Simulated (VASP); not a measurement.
# Sb2Te3O2 (P3m1) in VASP: further runs

One crystal, Sb2Te3O2, is run at these levels: PBE; tasks: relaxation of cell and atoms.

All numbers are computed with VASP 6.6.1; they aren't measurements. Logs are shortened: lines on timing, memory, paths and dates and some standing lists are left out, and cuts for length are marked.

## (1) The structure

It takes space group P3m1 (No. 156, trigonal). Conventional cell: a = 4.014 Å, b = 4.014 Å, c = 11.763 Å, α = 90.00°, β = 90.00°, γ = 120.00°. Around Sb (site symmetry 3m) lie 4 O at 2.12 to 2.40 Å. Around Sb (site symmetry 3m) lie 4 O at 2.19 to 2.41 Å. Te (site symmetry 3m) is surrounded by 3 Te at 3.19 Å and 3 Sb at 3.25 Å. Around Te (site symmetry 3m) lie 3 Te at 3.15 Å and 3 Sb at 3.30 Å. Te (site symmetry 3m) has 6 Te at 3.15 to 3.19 Å as nearest neighbours. Around O (site symmetry 3m) lie 4 Sb at 2.12 to 2.41 Å. O (site symmetry 3m) is surrounded by 4 Sb at 2.19 to 2.40 Å.

The cell was built by a generator and needn't be a form met in nature.

## (2) Relaxation of cell and atoms, PBE

The input, INCAR:

```
PREC = Accurate
ENCUT = 520
EDIFF = 1E-6
ISMEAR = 0
SIGMA = 0.1
LREAL = False
LASPH = True
NELM = 120
ALGO = Normal
ISIF = 3
LWAVE = False
LCHARG = False
GGA = PE
IBRION = 2
NSW = 90
EDIFFG = -0.01
KPAR = 4
```

The input, KPOINTS:

```
Automatic mesh
0
Gamma
  8 8 4
```

The input, POSCAR:

```
Sb2Te3O2
1.0
    4.0139021500      0.0000000000      0.0000000000
   -2.0069510800      3.4761412300      0.0000000000
    0.0000000000      0.0000000000     11.7630000000
Sb Te O
2 3 2
Direct
    0.0000000000      0.0000000000      0.0078211300
    0.3333333300      0.6666666700      0.2456856200
    0.6666666700      0.3333333300      0.4397687700
    0.6666666700      0.3333333300      0.8077871300
    0.0000000000      0.0000000000      0.6263708200
    0.0000000000      0.0000000000      0.1881322800
    0.3333333300      0.6666666700      0.0595086300
```

Potentials or basis: VASP PAW PBE potentials, release 64 (Sb, Te, O).

Started as:

```sh
$ cat potpaw_PBE.64/Sb/POTCAR potpaw_PBE.64/Te/POTCAR potpaw_PBE.64/O/POTCAR > POTCAR
$ mpirun -np 4 vasp_std > vasp.out
```

OUTCAR:

```text
PREC = Accurate
   ENCUT = 520
   EDIFF = 1E-6
   ISMEAR = 0
   LREAL = False
   LASPH = True
   NELM = 120
   ISIF = 3
   GGA = PE
   IBRION = 2
   NSW = 90
   EDIFFG = -0.01

 ion  position               nearest neighbor table
   1  0.000  0.000  0.008-   6 2.12   7 2.40   7 2.40   7 2.40   4 3.30   4 3.30   4 3.30   2 3.63
                             2 3.63   2 3.63
   2  0.333  0.667  0.246-   7 2.19   6 2.41   6 2.41   6 2.41   3 3.25   3 3.25   3 3.25   1 3.63
                             1 3.63   1 3.63
   3  0.667  0.333  0.440-   5 3.19   5 3.19   5 3.19   2 3.25   2 3.25   2 3.25
   4  0.667  0.333  0.808-   5 3.15   5 3.15   5 3.15   1 3.30   1 3.30   1 3.30
   5  0.000  0.000  0.626-   4 3.15   4 3.15   4 3.15   3 3.19   3 3.19   3 3.19
   6  0.000  0.000  0.188-   1 2.12   2 2.41   2 2.41   2 2.41
   7  0.333  0.667  0.060-   2 2.19   1 2.40   1 2.40   1 2.40

  LATTYP: Found a hexagonal cell.
 ALAT       =     4.0139021500
 C/A-ratio  =     2.9305647124

  Lattice vectors:

 A1 = (   4.0139021500,   0.0000000000,   0.0000000000)
 A2 = (  -2.0069510800,   3.4761412300,   0.0000000000)
 A3 = (   0.0000000000,   0.0000000000,  11.7630000000)

Analysis of symmetry for initial positions (statically):
=====================================================================
 Subroutine PRICEL returns:
 Original cell was already a primitive cell.

 Routine SETGRP: Setting up the symmetry group for a
 hexagonal supercell.

 Subroutine GETGRP returns: Found  6 space group operations
 (whereof  6 operations were pure point group operations)
 out of a pool of 24 trial point group operations.

The static configuration has the point symmetry C_3v.

Analysis of symmetry for dynamics (positions and initial velocities):
=====================================================================
 Subroutine PRICEL returns:
 Original cell was already a primitive cell.

 Routine SETGRP: Setting up the symmetry group for a
 hexagonal supercell.

 Subroutine GETGRP returns: Found  6 space group operations
 (whereof  6 operations were pure point group operations)
 out of a pool of 24 trial point group operations.

The dynamic configuration has the point symmetry C_3v.

 Subroutine INISYM returns: Found  6 space group operations
 (whereof  6 operations are pure point group operations),
 and found     1 'primitive' translations

----------------------------------------------------------------------------------------

                                     Primitive cell

  volume of cell :     164.1279

  direct lattice vectors                    reciprocal lattice vectors
     4.013902150  0.000000000  0.000000000     0.249134125  0.143837655  0.000000000
    -2.006951080  3.476141230  0.000000000     0.000000000  0.287675308  0.000000000
     0.000000000  0.000000000 11.763000000     0.000000000  0.000000000  0.085012327

  length of vectors
     4.013902150  4.013902152 11.763000000     0.287675308  0.287675308  0.085012327

  position of ions in fractional coordinates (direct lattice)
     0.000000000  0.000000000  0.007821130
     0.333333330  0.666666670  0.245685620
     0.666666670  0.333333330  0.439768770
     0.666666670  0.333333330  0.807787130
     0.000000000  0.000000000  0.626370820
     0.000000000  0.000000000  0.188132280
     0.333333330  0.666666670  0.059508630

  ion indices of the primitive-cell ions
   primitive index   ion index
                 1           1
                 2           2
                 3           3
                 4           4
                 5           5
                 6           6
                 7           7

----------------------------------------------------------------------------------------

 KPOINTS: Automatic mesh

Automatic generation of k-mesh.
 Grid dimensions read from file:
 generate k-points for:    8    8    4

 Generating k-lattice:

  Cartesian coordinates                     Fractional coordinates (reciprocal lattice)
     0.031141766  0.017979707  0.000000000     0.125000000  0.000000000  0.000000000
     0.000000000  0.035959414  0.000000000     0.000000000  0.125000000  0.000000000
     0.000000000  0.000000000  0.021253082     0.000000000  0.000000000  0.250000000

  Length of vectors
     0.035959414  0.035959414  0.021253082

  Shift w.r.t. Gamma in fractional coordinates (k-lattice)
     0.000000000  0.000000000  0.000000000

 Subroutine IBZKPT returns following result:
 ===========================================

 Found     35 irreducible k-points:

 Following reciprocal coordinates:
            Coordinates               Weight
  0.000000  0.000000  0.000000      1.000000
  0.125000 -0.000000  0.000000      6.000000
  0.250000 -0.000000  0.000000      6.000000
  0.375000 -0.000000  0.000000      6.000000
  0.500000 -0.000000  0.000000      3.000000
  0.125000  0.125000  0.000000      6.000000
[... 16 lines left out ...]
 -0.125000  0.500000  0.250000     12.000000
  0.250000  0.250000  0.250000     12.000000
 [... further k-points ...]
   k-points           NKPTS =     35   k-points in BZ     NKDIM =     35   number of bands    NBANDS=     24
   number of dos      NEDOS =    301   number of ions     NIONS =      7
   total plane-waves  NPLWV =  81000
   dimension x,y,z NGX =    30 NGY =   30 NGZ =   90
   dimension x,y,z NGXF=    60 NGYF=   60 NGZF=  180
   ions per type =               2   3   2
   NGX,Y,Z   is equivalent  to a cutoff of  12.43, 12.43, 12.72 a.u.
   NGXF,Y,Z  is equivalent  to a cutoff of  24.85, 24.85, 25.44 a.u.
 SYSTEM =  unknown system
   PREC   = accura    normal or accurate (medium, high low for compatibility)
   ISTART =      0    job   : 0-new  1-cont  2-samecut
   ICHARG =      2    charge: 1-file 2-atom 10-const
   ISPIN  =      1    spin polarized calculation?
   LNONCOLLINEAR =      F non collinear calculations
   LSORBIT =      F    spin-orbit coupling
   LASPH  =      T    aspherical Exc in radial PAW
   ENCUT  =  520.0 eV  38.22 Ry    6.18 a.u.   7.46  7.46 21.87*2*pi/ulx,y,z
   NELM   =    120;   NELMIN=  2; NELMDL= -5     # of ELM steps
   EDIFF  = 0.1E-05   stopping-criterion for ELM
   LREAL  =      F    real-space projection
   EDIFFG = -.1E-01   stopping-criterion for IOM
   NSW    =     90    number of steps for IOM
   IBRION =      2    ionic relax: 0-MD 1-quasi-New 2-CG
   NFREE  =      1    steps in history (QN), initial steepest desc. (CG)
   ISIF   =      3    stress and relaxation
   ISYM   =      2    0-nonsym 1-usesym 2-fastsym
   POTIM  = 0.5000    time-step for ionic-motion
   TEBEG  =    0.0;   TEEND  =   0.0 temperature during run
   PSTRESS=    0.0 pullay stress
   NELECT =      40.0000    total number of electrons
   NUPDOWN=      -1.0000    fix difference up-down
   EMIN   =  10.00;   EMAX   =-10.00  energy-range for DOS
   EFERMI =   0.00;   METHOD = LEGACY
   ISMEAR =     0;   SIGMA  =   0.10  broadening in eV -4-tet -1-fermi 0-gaus
   EFERMI_NEDOS =   21; number of points for ismear=-14 and -15
   IALGO  =     38    algorithm
   IMIX   =      4    mixing-type and parameters
     AMIX     =   0.40;   BMIX     =  1.00
     AMIX_MAG =   1.60;   BMIX_MAG =  1.00
  volume/ion in A,a.u.               =      23.45       158.23
  Fermi-wavevector in a.u.,A,eV,Ry     =   1.022588  1.932411 14.227427  1.045686
  Thomas-Fermi vector in A             =   2.156276
   LORBIT       =      0    0 simple, 1 ext, 2 COOP (PROOUT), +10 PAW based schemes
   GGA     = PE    functional components
   LHFCALC =     F    Hartree Fock is set to
   AEXX    =    0.0000 exact exchange contribution
   IVDW    =     0    specifies the selected vdW correction
   LEPSILON=     F    determine dielectric tensor
   LRPA    =     F    only Hartree local field effects (RPA)
 conjugate gradient relaxation of ions
 non-spin polarized calculation
 Gauss-broadening in eV      SIGMA  =   0.10
  energy-cutoff  :      520.00
  volume of cell :      164.13
 maximum number of plane-waves:      4465
 NGX is ok and might be reduce to    30
   NGX = 15   NGY = 15   NGZ = 43

--------------------------------------- Ionic step        1  -------------------------------------------

 number of electron      40.0000001 magnetization

 Free energy of the ion-electron system (eV)
  ---------------------------------------------------
  ext. energy  EPLUGINS =         0.00000000
  ---------------------------------------------------
  free energy    TOTEN  =       -30.06693288 eV

  energy without entropy =      -30.05110379  energy(sigma->0) =      -30.05901834

------------------------ aborting loop because EDIFF is reached ----------------------------------------

  FORCE on cell =-STRESS in cart. coord.  units (eV):
  Direction    XX          YY          ZZ          XY          YZ          ZX
  --------------------------------------------------------------------------------------
  -------------------------------------------------------------------------------------
  Total       -0.1318842     -0.1318842      0.0359985      0.0000000      0.0000000      0.0000000
  in kB       -1.2874225     -1.2874225      0.3514086      0.0000000      0.0000000      0.0000000
  external PRESSURE =      -0.7411455 kB  Pullay stress =       0.0000000 kB
[... 104 lines left out ...]
  FREE ENERGIE OF THE ION-ELECTRON SYSTEM (eV)
  ---------------------------------------------------
  free  energy   TOTEN  =       -30.0897397655 eV

  energy  without entropy=      -30.0746803526  energy(sigma->0) =      -30.08221006

[... ionic steps 4 to 9 ...]

--------------------------------------- Ionic step       10  -------------------------------------------

 number of electron      40.0000001 magnetization

------------------------ aborting loop because EDIFF is reached ----------------------------------------

  FORCE on cell =-STRESS in cart. coord.  units (eV):
  Direction    XX          YY          ZZ          XY          YZ          ZX
  --------------------------------------------------------------------------------------
  -------------------------------------------------------------------------------------
  Total       -0.0157210     -0.0157210     -0.0879281      0.0000000     -0.0000000      0.0000000
  in kB       -0.1544500     -0.1544500     -0.8638454      0.0000000     -0.0000000      0.0000000
  external PRESSURE =      -0.3909152 kB  Pullay stress =       0.0000000 kB
[... 67 lines left out ...]
  energy  without entropy=      -30.0814268571  energy(sigma->0) =      -30.08865047

--------------------------------------- Ionic step       12  -------------------------------------------

 number of electron      40.0000001 magnetization

 Free energy of the ion-electron system (eV)
  ---------------------------------------------------
  ext. energy  EPLUGINS =         0.00000000
  ---------------------------------------------------
  free energy    TOTEN  =       -30.09592707 eV

  energy without entropy =      -30.08164072  energy(sigma->0) =      -30.08878389

 E-fermi :   7.1763     XC(G=0):  -9.8662

 val. band max:        7.1727045580   @ k =   0.2500  -0.0000   0.2500
 cond. band min:       7.1988100981   @ k =   0.3750   0.1250   0.0000
 fundamental gap:      0.0261055401
 Fermi energy:         7.1763095892

 k-point     1 :       0.0000    0.0000    0.0000
  band No.  band energies     occupation
      1     -12.7446      2.00000
      2     -11.0997      2.00000
      3      -6.1320      2.00000
      4      -5.0941      2.00000
      5      -3.4027      2.00000
      6      -2.3131      2.00000
[... 637 lines left out ...]
     23       8.8720      0.00000
     24       9.5850      0.00000

 [... further k-points ...]

------------------------ aborting loop because EDIFF is reached ----------------------------------------

  FORCE on cell =-STRESS in cart. coord.  units (eV):
  Direction    XX          YY          ZZ          XY          YZ          ZX
  --------------------------------------------------------------------------------------
  -------------------------------------------------------------------------------------
  Total        0.0262757      0.0262757      0.0230167     -0.0000000     -0.0000000     -0.0000000
  in kB        0.2583892      0.2583892      0.2263409     -0.0000000     -0.0000000     -0.0000000
  external PRESSURE =       0.2477064 kB  Pullay stress =       0.0000000 kB
[... 22 lines left out ...]
  FREE ENERGIE OF THE ION-ELECTRON SYSTEM (eV)
  ---------------------------------------------------
  free  energy   TOTEN  =       -30.0959270659 eV

  energy  without entropy=      -30.0816407218  energy(sigma->0) =      -30.08878389

 reached required accuracy - stopping structural energy minimisation
```

Run time: 2.7 min. Hardware: 4 MPI ranks of AMD EPYC 9R45 (Zen 5), shared host; peak memory 0.35 GiB.

Results:

```yaml
Free_energy: -30.0959 eV
Relaxed_volume: 23.28 Å³/atom
Relaxed_cell: a = 4.011 Å, b = 4.011 Å, c = 11.692 Å, α = 90.00°, β = 90.00°, γ = 120.00°
Space_group_after_relaxing_to_0.05_Å: P3m1 (No. 156)
Energy_gained_by_relaxing: 4.1 meV/atom
Ionic_steps: 12
Pressure_after_relaxing: 0.0 GPa
Largest_force_after_relaxing: 0.010 eV/Å
Band_gap_on_the_k_mesh: none (metal or under the smearing width)
```

Forces in eV/Å, atoms in the order of the input:
```
Sb   0.000  0.000  0.008
Sb   0.000  0.000  0.010
Te   0.000  0.000 -0.001
Te   0.000  0.000  0.004
Te   0.000  0.000 -0.008
O    0.000  0.000 -0.006
O    0.000  0.000 -0.006
```

Step by step:
| step | energy change (eV) | largest force (eV/Å) | pressure (GPa) | volume (Å³) |
| --- | --- | --- | --- | --- |
| 1 | 0.0000 | 0.3285 | -0.07 | 164.13 |
| 2 | -0.0116 | 0.2508 | -0.20 | 163.87 |
| 3 | -0.0228 | 0.2045 | -0.41 | 163.23 |
| 4 | -0.0250 | 0.0573 | 0.59 | 161.25 |
| 5 | -0.0263 | 0.0932 | 0.23 | 162.00 |
| 6 | -0.0283 | 0.0355 | 0.10 | 162.55 |
| 7 | -0.0287 | 0.0526 | -0.01 | 163.19 |
| 8 | -0.0288 | 0.0350 | 0.01 | 163.00 |
| 9 | -0.0288 | 0.0344 | 0.02 | 162.98 |
| 10 | -0.0289 | 0.0089 | -0.04 | 163.08 |
| 11 | -0.0289 | 0.0117 | -0.05 | 163.10 |
| 12 | -0.0290 | 0.0095 | 0.02 | 162.93 |

Final structure:
```cif
data_structure
_symmetry_space_group_name_H-M 'P 1'
_symmetry_Int_Tables_number 1
_cell_length_a 4.0113
_cell_length_b 4.0113
_cell_length_c 11.6919
_cell_angle_alpha 90.000
_cell_angle_beta 90.000
_cell_angle_gamma 120.000
_cell_volume 162.93
loop_
_atom_site_label
_atom_site_type_symbol
_atom_site_fract_x
_atom_site_fract_y
_atom_site_fract_z
_atom_site_occupancy
Sb1 Sb 0.00000 0.00000 0.00628 1
Sb2 Sb 0.33333 0.66667 0.24748 1
Te1 Te 0.66667 0.33333 0.43320 1
Te2 Te 0.66667 0.33333 0.81410 1
Te3 Te 0.00000 0.00000 0.62603 1
O1 O 0.00000 0.00000 0.18730 1
O2 O 0.33333 0.66667 0.06067 1
```

## (3) Relaxation of cell and atoms, PBE

This run uses another cell than the first one, of 23.28 Å³/atom, 0.993 times its volume.

Changes to INCAR since step 2:

```diff
@@ -2,3 +2,3 @@
 ENCUT = 520
-EDIFF = 1E-6
+EDIFF = 1E-7
 ISMEAR = 0
@@ -14,4 +14,5 @@
 IBRION = 2
-NSW = 90
-EDIFFG = -0.01
+NSW = 60
+EDIFFG = -0.005
+POTIM = 0.3
 KPAR = 4
```

KPOINTS is that of step 2.

The input, POSCAR:

```
Sb2Te3O2                                
1.0
    4.0113121352      0.0000000000     -0.0000000000
   -2.0056560726      3.4738982114     -0.0000000000
   -0.0000000000      0.0000000000     11.6919398922
  Sb              Te              O             
     2     3     2
Direct
     1.0000000000000000    1.0000000000000000    0.0062817127516786
     0.3333333300000021    0.6666666699999979    0.2474817269471032
     0.6666666699999979    0.3333333300000021    0.4332000216029662
     0.6666666699999979    0.3333333300000021    0.8141012664430803
     0.0000000000000000    1.0000000000000000    0.6260342684989796
     0.0000000000000000    0.0000000000000000    0.1873016184231095
     0.3333333300000021    0.6666666699999979    0.0606737653330907
```

Potentials or basis: VASP PAW PBE potentials, release 64 (Sb, Te, O).

Started as:

```sh
$ cat potpaw_PBE.64/Sb/POTCAR potpaw_PBE.64/Te/POTCAR potpaw_PBE.64/O/POTCAR > POTCAR
$ mpirun -np 4 vasp_std > vasp.out
```

Wall time 60 s (4 MPI ranks of AMD EPYC 9R45 (Zen 5), shared host); peak memory 0.35 GiB.

Results (log left out):

```
Free energy                            : -30.0956 eV
Relaxed volume                         : 23.29 Å³/atom
Relaxed cell                           : a = 4.012 Å, b = 4.012 Å, c = 11.693 Å, α = 90.00°, β = 90.00°, γ = 120.00°
Space group after relaxing (to 0.05 Å) : P3m1 (No. 156)
Energy gained by relaxing              : 0.0 meV/atom
Ionic steps                            : 4
Pressure after relaxing                : 0.0 GPa
Largest force after relaxing           : 0.005 eV/Å
Band gap on the k mesh                 : none (metal or under the smearing width)
```

Forces in eV/Å, atoms in the order of the input:
```
Sb   0.000  0.000  0.005
Sb   0.000  0.000  0.003
Te   0.000  0.000 -0.004
Te   0.000  0.000 -0.001
Te   0.000  0.000 -0.001
O    0.000  0.000 -0.001
O    0.000  0.000 -0.001
```

Final structure:
```cif
data_structure
_symmetry_space_group_name_H-M 'P 1'
_symmetry_Int_Tables_number 1
_cell_length_a 4.0121
_cell_length_b 4.0121
_cell_length_c 11.6934
_cell_angle_alpha 90.000
_cell_angle_beta 90.000
_cell_angle_gamma 120.000
_cell_volume 163.01
loop_
_atom_site_label
_atom_site_type_symbol
_atom_site_fract_x
_atom_site_fract_y
_atom_site_fract_z
_atom_site_occupancy
Sb1 Sb 0.00000 0.00000 0.00635 1
Sb2 Sb 0.33333 0.66667 0.24753 1
Te1 Te 0.66667 0.33333 0.43319 1
Te2 Te 0.66667 0.33333 0.81412 1
Te3 Te 0.00000 0.00000 0.62599 1
O1 O 0.00000 0.00000 0.18726 1
O2 O 0.33333 0.66667 0.06064 1
```

Levels at points of the mesh, in eV from the Fermi level:
```tsv
k point	band 16	band 17	band 18	band 19	band 20	band 21	band 22	band 23	band 24
(0.00, 0.00, 0.00)	-1.38	-0.54	-0.43	-0.43	0.23	0.23	1.27	1.69	1.69
(0.50, 0.00, 0.00)	-2.71	-2.69	-1.56	-1.35	-0.30	0.14	0.33	1.79	2.35
(0.00, 0.00, 0.50)	-1.36	-0.54	-0.54	-0.30	0.39	0.39	1.33	1.57	1.57
(0.50, 0.00, 0.50)	-2.61	-2.26	-1.77	-1.36	-0.88	0.21	0.52	2.03	2.42
```
